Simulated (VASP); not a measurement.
A convergence study with VASP on Ni₃Al (L1_2): one setting is varied, all else stays as given below, so the limit is that of these other settings. Each run relaxes cell and ions from the cell shown. The basis is that of the starting cell, so low cut-offs carry a Pulay error.

```xyz
4
Lattice="3.5700 0.0000 0.0000 0.0000 3.5700 0.0000 0.0000 0.0000 3.5700" Properties=species:S:1:pos:R:3 pbc="T T T"
Al     0.0000     0.0000     0.0000
Ni     0.0000     1.7850     1.7850
Ni     1.7850     0.0000     1.7850
Ni     1.7850     1.7850     0.0000
```
Starting moments (μB, in the order of the record's atoms Al Ni Ni Ni): 0.0 0.5 0.5 0.5.

All values below come from PBE GGA, VASP's PBE PAW potentials (set 64) (plane waves; VASP). The tightest run used: 700 eV cut-off, 8×8×8 Γ-centred mesh, first-order Methfessel-Paxton smearing of 0.10 eV, potentials Al Ni.

```
setting      relaxed volume (Å³/atom)  E (eV/atom)  moment (μB)  plane waves
-----------  ------------------------  -----------  -----------  -----------
ENCUT = 200                     9.717      -5.5692        0.012          304
ENCUT = 250                    10.936      -5.4599        0.002          437
ENCUT = 300                    11.336      -5.4795        0.761          554
ENCUT = 350                    11.324      -5.4775        0.759          691
ENCUT = 400                    11.320      -5.4744        0.756          852
```

Question: These are the cheaper rows. Estimate the results at ENCUT = 700, and how far the last row shown lies from them.

Answer: 
| quantity | tightest run | last row shown is off by |
|---|---|---|
| relaxed volume (Å³/atom) | 11.346 | -0.026 |
| E (eV/atom) | -5.4732 | -0.0012 |
| moment (μB) | 0.756 | 0.000 |

Left out are rungs that failed or repeat a setting and relaxations that didn't move; long series are thinned to 24 rows.

The compound is Ni3Al in the L1_2 structure.
